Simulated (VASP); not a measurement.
Here is the system:

```xyz
2
Lattice="0.0000 2.8039 2.8039 2.8039 0.0000 2.8039 2.8039 2.8039 0.0000" Properties=species:S:1:pos:R:3 pbc="T T T"
Ag     0.0000     0.0000     0.0000
Cl     2.8039     2.8039     2.8039
```

These are r2SCAN+rVV10, VASP's PBE PAW potentials (set 64) (plane waves; VASP 6.6.1) values and carry that method's errors. Run with 520 eV cut-off, 8×8×8 Γ-centred mesh, Gaussian smearing of 0.050 eV, potentials Ag Cl.

Task: Predict the energy per atom (σ→0), pressure, band gap (on the k-mesh) with the smallest direct gap where there is one.

Result: 
* **band gap (on the k-mesh)**: 1.37 eV
* **smallest direct gap (on the k-mesh)**: 3.54 eV
* **energy per atom (σ→0)**: -14.036 eV/atom
* **pressure**: -2.79 GPa

Only differences to runs with the same potentials and settings are physical.

The compound is AgCl in the rock salt structure. This cell is one point of a volume scan, at 1.06 of the reference volume.
